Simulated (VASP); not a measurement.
The input files of a VASP run:

INCAR:
```
SYSTEM = MoSe
PREC = Accurate; ENCUT = 400; LREAL = F
LASPH = T
EDIFF = 1E-7; NELM = 100; ALGO = Normal
LMAXMIX = 4
ISMEAR = -5
GGA = PE
ISIF = 2
LWAVE = F; LCHARG = T; LORBIT = 11
NEDOS = 601
LEFG = T
```

File KPOINTS:
```
Automatic mesh
0
Gamma
12 12 5
0 0 0
```

**POSCAR**
```
MoSe
1
    3.2757317717     0.0000000000     0.0000000000
   -1.6378658858     2.8368667426     0.0000000000
    0.0000000000     0.0000000000     7.1769904966
Mo Se
2 2
Direct
  0.0000000000   0.0000000000   0.0000000000
  0.0000000000   0.0000000000   0.5000000000
  0.3333330000   0.6666670000   0.2500000000
  0.6666670000   0.3333330000   0.7500000000
```

POTCAR, in this order: Mo_sv Se (PBE.64 set). Program: vasp_std.

Q: Write an equivalent input for Quantum ESPRESSO's pw.x.

A: One equivalent input (not run):
```
&CONTROL
  calculation = 'scf'
  pseudo_dir = './pseudo'
  outdir = './out'
  tprnfor = .true.
  tstress = .true.
/
&SYSTEM
  ibrav = 0
  nat = 4
  ntyp = 2
  ecutwfc = 86
  occupations = 'tetrahedra'
  input_dft = 'pbe'
/
&ELECTRONS
  conv_thr = 7.3e-09
  electron_maxstep = 100
/
ATOMIC_SPECIES
  Mo 95.950 Mo.upf
  Se 78.971 Se.upf
CELL_PARAMETERS angstrom
     3.2757318    0.0000000    0.0000000
    -1.6378659    2.8368667    0.0000000
     0.0000000    0.0000000    7.1769905
ATOMIC_POSITIONS crystal
  Mo   0.0000000  0.0000000  0.0000000
  Mo   0.0000000  0.0000000  0.5000000
  Se   0.3333330  0.6666670  0.2500000
  Se   0.6666670  0.3333330  0.7500000
K_POINTS automatic
  12 12 5 0 0 0
```
Limits of the translation: the potentials are each code's own (VASP's PAW set, PseudoDojo norm-conserving files in pw.x), so ENCUT and ecutwfc are chosen apart and not converted; conv_thr bounds pw.x's estimated SCF error, while EDIFF bounds the energy change between steps; the field gradients of LEFG aren't asked of the other code.

The structure was generated: MoSe was put into the NiAs type type (P6_3/mmc), which need not be its known phase. It was relaxed first, which changed the volume by -33 %.
